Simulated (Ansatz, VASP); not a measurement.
# Ni16N (Ni(100)): VASP beside Ansatz, part 2 of 2

One calculation is typed for both programs; each brings its own data sets and cutoff. How far apart do they land?

VASP 6.6.1 and Ansatz 0.2.0.

So far: Set-up; VASP: single point, RPBE.

**3. Ansatz: single point, RPBE**

Level of this step: Ansatz beside VASP: Kohn-Sham DFT, plane waves, RPBE (Ansatz).

Ansatz runs on its default PAW (the set named soft_2) files.

The same cell, functional, mesh and smearing now go to Ansatz, which takes its cutoff from its data sets.

input.yaml reads:

```yaml
crystal:
  lattice:
    - [5.0272167418, 0.0, 0.0]
    - [0.0, 5.0272167418, 0.0]
    - [0.0, 0.0, 20.3321685729]
  atoms:
    - { symbol: Ni, position: [0.25, 0.25, 0.36887359], spin: 1.0 }
    - { symbol: Ni, position: [0.75, 0.25, 0.36887359], spin: 1.0 }
    - { symbol: Ni, position: [0.25, 0.75, 0.36887359], spin: 1.0 }
    - { symbol: Ni, position: [0.75, 0.75, 0.36887359], spin: 1.0 }
    - { symbol: Ni, position: [0.0, 0.0, 0.4562912], spin: 1.0 }
    - { symbol: Ni, position: [0.5, 0.0, 0.4562912], spin: 1.0 }
    - { symbol: Ni, position: [0.0, 0.5, 0.4562912], spin: 1.0 }
    - { symbol: Ni, position: [0.5, 0.5, 0.4562912], spin: 1.0 }
    - { symbol: Ni, position: [0.2502464564, 0.2502464564, 0.5443913437], spin: 1.0 }
    - { symbol: Ni, position: [0.7497535436, 0.2502464564, 0.5443913437], spin: 1.0 }
    - { symbol: Ni, position: [0.2502464564, 0.7497535436, 0.5443913437], spin: 1.0 }
    - { symbol: Ni, position: [0.7497535436, 0.7497535436, 0.5443913437], spin: 1.0 }
    - { symbol: Ni, position: [0.0, 0.0, 0.630413114], spin: 1.0 }
    - { symbol: Ni, position: [0.5, 0.0, 0.6313662122], spin: 1.0 }
    - { symbol: Ni, position: [0.0, 0.5, 0.6313662122], spin: 1.0 }
    - { symbol: Ni, position: [0.5, 0.5, 0.6274328644], spin: 1.0 }
    - { symbol: "N", position: [0.0, 0.0, 0.7102672045] }
hamiltonian:
  xc: rpbe
  pseudopotentials: { kind: paw }
magnetization:
  spin_polarized: true
kpoints:
  mp_grid: { grid: [5, 5, 1] }
scf:
  occupations: { method: methfessel_paxton, width: 0.15 }
  n_extra_bands: 18
efield:
  axis: 3
  dipole_correction: true
  ramp_width: 0.04
output:
  forces: true
  eigenvalues: true
  write_density: true
  write_potential: true
  elf: true
  volumetric_format: npy
```

On the command line:

```console
$ ansatz run input.yaml --threads 8 --pin off --max-ram 18432MiB --backend cpu --events-out ev --progress --plain --runs-dir out
```

Numbers of over 12 decimals in the logs are rounded to 6 here.

What it wrote:

```text
Warning: the band count 165 (scf.n_extra_bands) hosts the net moment |M| = 16.0000 μB (N_el = 293) but caps the reachable moment at 2·n_bands − N_el = 37.0000 μB, below the 186 bands that the automatic rule leaves for it — a moment growing past the seed, or the majority channel's smearing tail, pins there with fewer empty majority states than that count leaves; raise or omit scf.n_extra_bands unless the cap is intended
scf.n_extra_bands = 18 over 147 filled bands (N_el = 293.0): the run solves 165 bands
Engine: ansatz 0.2.0, aarch64-unknown-linux-gnu
Pseudopotentials: kind: paw
Pseudopotential: Ni, paw, valence charge 18, recommended cutoff 420 eV (normal), Ni.paw.azcp
Pseudopotential: N, paw, valence charge 5, recommended cutoff 420 eV (normal), N.paw.azcp
Functional definition: RPBE
  parameter kappa = 0.804
  parameter beta = 0.066725
  exchange = rpbe_x(kappa = kappa, mu = beta*pi^2/3)
  correlation = pbe_c(beta = beta)
Crystal: 17 atoms, lattice volume = 513.853 Å³
Basis set: ecut = 420 eV, 10055 PW (Γ), exchange–correlation on 72×72×288 points (8 copies of the dense FFT grid, shifted against one another)
Bands: 165, of which v1, the nominal top of the filled ones, is band 147 counted from 1 (146 counted from 0)
Symmetry: 8 space group operations
k-points: 6 of 25
Non-local potential: Ni, projectors of the file, l = 0: 3, l = 1: 2, l = 2: 3, l = 3: 1
Non-local potential: N, projectors of the file, l = 0: 2, l = 1: 2, l = 2: 1
PAW form: soft (Blöchl's): semilocal exchange-correlation on the pseudo side does not see the compensation charge
PAW frozen core: Ni, regenerated for the run's functional, and the local potential with it (the file was generated under x = pbe(κ = 0.804, μ = 0.219515), c = pbe(β = 0.066725))
PAW frozen core: N, regenerated for the run's functional, and the local potential with it (the file was generated under x = pbe(κ = 0.804, μ = 0.219515), c = pbe(β = 0.066725))
PAW one-centre angular grid: Ni, 590 points (default); XC on 64 Gauss nodes
PAW one-centre angular grid: N, 110 points (default); XC on 64 Gauss nodes
Initial density: superposition of atomic densities (neutral atoms: chi_scale 0, normalization atom)
Starting moments: Σ|m| = 16 μB on 16 of 17 sites
Initial wavefunctions: pseudopotential atomic-orbital guess
Functional: x = rpbe, c = pbe(β = 0.066725)
SCF iter   1: F=—  HF=-93877.089485 eV  |F-HF|=—  |Δ(HF+E_count)|=         —  Δρ=2.60e-2 (↑2.60e-2 ↓2.27e-2)  dr2=1.71e1  dr2_m=5.14e-1  M=14.856 μB ∫|m|=15.539 μB  β_m=1.00  ethr=3.10e-3  p=-0.000 e·Å  D=-2.08e-5 V/Å  ΔV_dip=0.00 eV  dr2_dipole=2.38e0  V_vac-E_F(+/−)=6.90/6.90 eV  ⟨swp⟩=7.7  Hψ=9276  notcnv=0
Mixer restart at iter 1: flushing history
efield: sawtooth ramp at fractional position 0.0196 (placed from the atoms, in the widest stretch of the axis that holds none; the zero of the levels goes with the place), width 0.0400; the density the first Hamiltonian is built on has a dipole p = -0.000 e·Å; the dipole correction subtracts the counter field D = -2.08e-5 V/Å, which shifts the + side's vacuum level by +0.00 eV against the − side's; the planar-averaged density in the ramp window peaks in size at 3.4e-5 e/Å³
preconditioner: auto → LDOS  [metal: Δε(μ)=0.008 eV  Ē_g=3.969 eV  σ=0.150 eV  W_gap=0.03  n_scr=112 (ndim 8)  ℏωp=21.0 eV  f_vac=0.561  D(μ)=32.65/eV (n_scr^D=344)]
spin=Collinear: LDOS preconditioning applied to the charge; magnetization (m = ρ↑ − ρ↓) channel mixes plain (no charge-response kernel on spin).
SCF iter   2: F=—  HF=-93881.608738 eV  |F-HF|=—  |Δ(HF+E_count)|=    4.52e0  Δρ=1.68e-2 (↑1.68e-2 ↓1.41e-2)  dr2=6.31e0  dr2_m=4.87e-2  M=14.359 μB ∫|m|=15.661 μB  β_m=0.37  ethr=3.10e-3  p=-0.068 e·Å  D=-2.38e-2 V/Å  ΔV_dip=0.48 eV  dr2_dipole=1.10e0  V_vac-E_F(+/−)=6.45/5.96 eV  ⟨swp⟩=2.5  Hψ=3157  notcnv=0  defer=37
density mixer auto → msr1: a metal under ldos (density of states about μ 3.51 of a free-electron gas's, 112 screened modes)
SCF iter   3: F=—  HF=-93888.886779 eV  |F-HF|=—  |Δ(HF+E_count)|=    7.28e0  Δρ=1.26e-2 (↑1.26e-2 ↓9.05e-3)  dr2=1.94e0  dr2_m=2.99e-1  M=13.493 μB ∫|m|=15.263 μB  β_m=0.48  ethr=2.15e-3  p=-0.118 e·Å  D=-4.16e-2 V/Å  ΔV_dip=0.85 eV  dr2_dipole=3.36e-1  V_vac-E_F(+/−)=6.09/5.24 eV  ⟨swp⟩=2.8  Hψ=2995  notcnv=0  defer=37
SCF iter   4: F=—  HF=-93891.863331 eV  |F-HF|=—  |Δ(HF+E_count)|=    2.98e0  Δρ=1.40e-2 (↑7.48e-3 ↓1.40e-2)  dr2=8.24e-1  dr2_m=3.95e-1  M=12.350 μB ∫|m|=14.183 μB  β_m=0.64  ethr=6.63e-4  p=-0.138 e·Å  D=-4.87e-2 V/Å  ΔV_dip=0.99 eV  dr2_dipole=9.03e-2  V_vac-E_F(+/−)=6.03/5.04 eV  ⟨swp⟩=2.0  Hψ=2561  notcnv=0  defer=39
SCF iter   5: F=—  HF=-93893.069758 eV  |F-HF|=—  |Δ(HF+E_count)|=    1.21e0  Δρ=5.07e-3 (↑5.07e-3 ↓3.73e-3)  dr2=1.27e-1  dr2_m=4.44e-2  M=11.783 μB ∫|m|=13.521 μB  β_m=0.73  ethr=2.81e-4  p=-0.170 e·Å  D=-5.99e-2 V/Å  ΔV_dip=1.22 eV  dr2_dipole=2.12e-3  V_vac-E_F(+/−)=6.02/4.81 eV  ⟨swp⟩=3.1  Hψ=4369  notcnv=0  defer=46
[...]
SCF iter  26: F=—  HF=-93892.899243 eV  |F-HF|=—  |Δ(HF+E_count)|=   3.27e-7  S|Δr|=    0.00e0  Δρ=8.75e-6 (↑4.45e-6 ↓8.75e-6)  dr2=7.90e-7  dr2_m=6.10e-8  M=11.717 μB ∫|m|=13.458 μB  β_m=0.56  ethr=3.82e-10  p=-0.165 e·Å  D=-5.82e-2 V/Å  ΔV_dip=1.18 eV  dr2_dipole=1.11e-7  V_vac-E_F(+/−)=5.90/4.72 eV  ⟨swp⟩=3.2  Hψ=3570  notcnv=0  defer=50
SCF iter  27: F=—  HF=-93892.899243 eV  |F-HF|=—  |Δ(HF+E_count)|=   2.02e-8  S|Δr|=    0.00e0  Δρ=3.61e-6 (↑3.61e-6 ↓2.58e-6)  dr2=1.23e-7  dr2_m=1.46e-8  M=11.717 μB ∫|m|=13.458 μB  β_m=0.68  ethr=2.70e-10  p=-0.165 e·Å  D=-5.82e-2 V/Å  ΔV_dip=1.18 eV  dr2_dipole=2.75e-10  V_vac-E_F(+/−)=5.90/4.72 eV  ⟨swp⟩=1.8  Hψ=2267  notcnv=0  defer=50
SCF iter  28: F=-93892.899243 eV  HF=-93892.899243 eV  |F-HF|=1.15e-7  |Δ(HF+E_count)|=   1.90e-7  S|Δr|=    0.00e0  Δρ=2.40e-6 (↑2.18e-6 ↓2.40e-6)  dr2=2.36e-8  dr2_m=1.89e-8  M=11.717 μB ∫|m|=13.458 μB  ethr=3.41e-11  p=-0.165 e·Å  D=-5.82e-2 V/Å  ΔV_dip=1.18 eV  dr2_dipole=2.42e-9  V_vac-E_F(+/−)=5.90/4.72 eV  ⟨swp⟩=16.6  Hψ=16572  notcnv=0
WARN: efield: at this solve's end the planar-averaged density reaches 4.69e-5 e/Å³ inside the ramp window [0.9704, 0.1088] (bound 1e-5 e/Å³), and -4.60e-5 e/Å³ on another of its planes; by the running means of the window's planes the mean density over a ramp is at most 1.05e-5 e/Å³, which is held to the bound (the quickstart, § The vacuum guard, A window that rings); the window's nearer edge stands 5.29 Å from this s [...]
SCF 1 converged in 28 iterations: F = -93892.899243 eV  dr2 = 2.36e-8
  greatest PAW one-centre occupation: 1.001 electrons in one spin orbital (limit 2), on the Ni atom at site 14 (counted from 0), in its partial waves of l = 1
WARN: The output density's exchange-correlation potential varies sharply where the density is thin. Do not read a vacuum level from v_tot or v_xc, or from such a field of the output density. On a cell that repeats whose density bears no net charge and no dipole along the vacuum's axis use v_es (v_loc + v_h of the components); under efield.dipole_correction with no amplitude use v_es + v_field, which holds any externa [...]
this state was not tested for a lower state beside it, because cold or Methfessel-Paxton smearing, or corrected tetrahedra, fill the levels in a way that the test cannot read (fill_not_monotonic; see scf.lower_state_search)
SCF converged after 28 iterations
Magnetization: 11.7174 μB (152.3587 up, 140.6413 down)
Absolute magnetization: 13.4700 μB (∫|ρ↑−ρ↓|, with the PAW one-centre terms)
Spin contamination: 0.1915 ħ² per cell (⟨S²⟩ above its minimum at these occupations)
Per-site moments (μB) at R_I (Å): [(0.791262, 1.036863), (0.791262, 1.036863), (0.791262, 1.036863), (0.791262, 1.036863), (0.725375, 1.036863), (0.769968, 1.036863), (0.769968, 1.036863), (0.724595, 1.036863), (0.754823, 1.010720), (0.754823, 1.010720), (0.754823, 1.010720), (0.754823, 1.010720), (0.381600, 0.669738), (0.720767, 1.034241), (0.720767, 1.034241), (0.816926, 1.010720), (0.384824, 0.669738)]
Free energy (F): -93892.899243 eV
Harris-Foulkes:  -93892.899243 eV  (|F-HF|=1.15e-7)
Internal energy: -93892.914156 eV  (E = F + TS)
E sigma→0 (E₀):  -93892.902971 eV
Entropy (-TS):   0.014913 eV (0.877 meV/atom)
Fermi energy:    2.970136 eV
Dipole field:    D = -0.058196 V/Å  (p = -0.165260 e·Å, saw-weighted, corrected)
Work function:   Φ+ = 5.9038 eV   Φ− = 4.7206 eV
Levels:          The Fermi level and band energies are counted from a zero that moves with the ramp; work functions are not
Vacuum region:   at the solve's end the planar-averaged density reaches 4.69e-5 e/Å³ inside the ramp window [0.9704, 0.1088] (bound 1e-5 e/Å³), and -4.60e-5 e/Å³ on another of its planes; by the running means of the window's planes the mean density over a ramp is at most 1.05e-5 e/Å³, which is held to the bound (the quickstart, § The vacuum guard, A window that rings)
--- Per-component energies (eV) ---
  E_band       = -8908.090757
  E_kinetic    = 4613.241870
  E_local      = -496071.372676  (includes V_loc(G=0)·N_el)
  E_nonlocal   = 10246.591311
  E_hartree    = 241288.644925
  E_xc         = -1397.048722
  E_vxc        = -1795.545427  (∫ρ·V_xc dr)
  E_paw        = -26314.258087  (= ΣΔE_a)
  E_vpaw       = -8465.799944  (= ΣTr[D̂ρ^β])
  E_aug_tail   = 0.008079  (compensation charges beyond the density's cutoff)
  E_efield     = 0.004809  (sawtooth field / dipole correction)
  E_vefield    = -12.490595  (∫n·V_field dr)
  E_ewald      = 173742.002151
  E_core_change = -0.727816  (= ΣΔE_core)
  E_smearing   = 0.014913  (= −TS)
  E_closure    = 0.000000  (closes the sum)
  Σ components = -93892.899243   (vs F -93892.899243, Δ=0.00e0)
--- Forces (eV/Å), atoms counted from 1 ---
  atom   1  Ni     0.02169991     0.02169991     0.32515774
  atom   2  Ni    -0.02169991     0.02169991     0.32515774
  atom   3  Ni     0.02169991    -0.02169991     0.32515774
  atom   4  Ni    -0.02169991    -0.02169991     0.32515774
  atom   5  Ni    -0.00000000     0.00000000    -0.22242663
  atom   6  Ni    -0.00000000     0.00000000    -0.27612716
  atom   7  Ni     0.00000000     0.00000000    -0.27612716
  atom   8  Ni    -0.00000000     0.00000000    -0.41395340
  atom   9  Ni    -0.00037715    -0.00037715    -0.00617332
  atom  10  Ni     0.00037715    -0.00037715    -0.00617332
  atom  11  Ni    -0.00037715     0.00037715    -0.00617332
  atom  12  Ni     0.00037715     0.00037715    -0.00617332
  atom  13  Ni    -0.00000000     0.00000000     0.20558358
  atom  14  Ni    -0.00000000     0.00000000    -0.03106221
  atom  15  Ni     0.00000000     0.00000000    -0.03106221
  atom  16  Ni    -0.00000000     0.00000000    -0.01667739
  atom  17  N     -0.00000000     0.00000000    -0.21409721
  max |Σ_I F_I| component: 1.21e-5 eV/Å
--- Band table (eV; the first three rows and the last of 12) ---
  k-point 0 ↑: bands = [... 143 lower, 2.3346, 2.3508, 2.4074, 2.4709, 2.4709, 2.6070, 2.7103, 2.9207, ... 14 higher]
  k-point 1 ↑: bands = [... 143 lower, 2.2642, 2.2811, 2.3062, 2.3616, 2.4397, 2.4960, 2.5568, 2.5950, ... 14 higher]
  k-point 2 ↑: bands = [... 143 lower, 2.2709, 2.3017, 2.3065, 2.3189, 2.3396, 2.3396, 2.3484, 2.6440, ... 14 higher]
  k-point 5 ↓: bands = [... 143 lower, 2.8680, 2.8972, 2.9682, 3.1924, 3.1997, 3.2170, 3.2323, 3.2501, ... 14 higher]
```

Elapsed: 97 s, on 8 threads of Arm Neoverse N1, shared host; peak memory 3.6 GiB; 13 min of CPU time.

**4. Differences**

Known differences besides the potentials themselves: the data sets hold 293 valence electrons in Ansatz (default PAW (the set named soft_2) files) and 165 in VASP; the cutoff is 420 eV in Ansatz and 440 eV in VASP (PREC = Normal, projectors in real space); Ansatz makes its cores anew for this functional, VASP keeps those of its PBE data sets; site moments are counted in spheres of each program's own size. Total energies have different zeros and are not compared.

The two programs side by side:

```csv
quantity,Ansatz,VASP,difference
total moment (μB),11.72,11.55,+0.17
moment on Ni16 (μB),0.82,0.78,+0.04
moment on Ni1 (μB),0.79,0.76,+0.04
moment on Ni2 (μB),0.79,0.76,+0.04
moment on Ni3 (μB),0.79,0.76,+0.04
moment on Ni4 (μB),0.79,0.76,+0.04
moment on Ni6 (μB),0.77,0.72,+0.05
moment on Ni7 (μB),0.77,0.72,+0.05
moment on Ni12 (μB),0.76,0.71,+0.05
"work function, lower of the two faces (eV)",4.72,4.70,+0.02
"work function, higher of the two faces (eV)",5.90,5.92,-0.01
```

Forces on 10 of the 17 atoms, those with the largest forces and the largest differences (eV/Å; atoms numbered as in POSCAR):

```csv
atom,"Ansatz x, y, z","VASP x, y, z"
Ni1,"0.022, 0.022, 0.325","0.021, 0.021, 0.307"
Ni2,"-0.022, 0.022, 0.325","-0.021, 0.021, 0.307"
Ni3,"0.022, -0.022, 0.325","0.021, -0.021, 0.307"
Ni4,"-0.022, -0.022, 0.325","-0.021, -0.021, 0.307"
Ni6,"0.000, 0.000, -0.276","0.000, 0.000, -0.264"
Ni7,"0.000, 0.000, -0.276","0.000, 0.000, -0.264"
Ni8,"0.000, 0.000, -0.414","0.000, 0.000, -0.407"
Ni13,"0.000, 0.000, 0.206","0.000, 0.000, -0.024"
Ni14,"0.000, 0.000, -0.031","0.000, 0.000, 0.002"
N17,"0.000, 0.000, -0.214","0.000, 0.000, -0.005"
```

The forces differ by 44 meV/Å r.m.s., which is 37.2 % of the r.m.s. force of 0.12 eV/Å (both taken over all components, held atoms included). VASP's log warns that it found no field-free region in the vacuum, so its work functions are uncertain.

**5. Other set-ups**

Further runs change the set-up of one program: Ansatz's method, potentials or start, or VASP's data sets, cutoff or form of LDA. The table gives Ansatz less VASP for each quantity, since a change that brings one quantity closer may part another.

```csv
run,r.m.s. force difference (meV/Å),total moment (μB),"work function, lower of the two faces (eV)","work function, higher of the two faces (eV)"
as above,44,0.17,0.018,-0.013
cores kept as stored,46,0.17,0.017,-0.011
norm-conserving potentials (cutoff 1400 eV),33,0.42,-0.0039,-0.0073
```

**6. Outcome**

```json
{
 "r.m.s. force difference (single point, RPBE)": "44 meV/Å"
}
```

The r.m.s. force difference is 44 meV/Å (single point, RPBE), beyond the 12 meV/Å picked in this series as the mark of a large difference. Single point, RPBE, norm-conserving potentials (cutoff 1400 eV): the difference in total moment goes from 0.17 to 0.42 μB; the difference in work function, lower of the two faces goes from 0.018 to -0.0039 eV; the difference in work function, higher of the two faces goes from -0.013 to -0.0073 eV. 1 further run of this series is not shown here. Such differences can come from data sets, numerical settings and the points named under the comparisons, not from the functional's error against experiment.

[Lines on the potential files, build, host, timing and source positions are cut from VASP's logs without a mark.]

[Logs are printed without paths, hosts, clocks, repeated set-up lines and the standing remarks that a program may print on its own settings, such as how far it seeks lower states.]

[Hosts, paths, dates, database ids (printed as entryN), source tags and the programs' standing remarks are cut or masked in the printed files.]
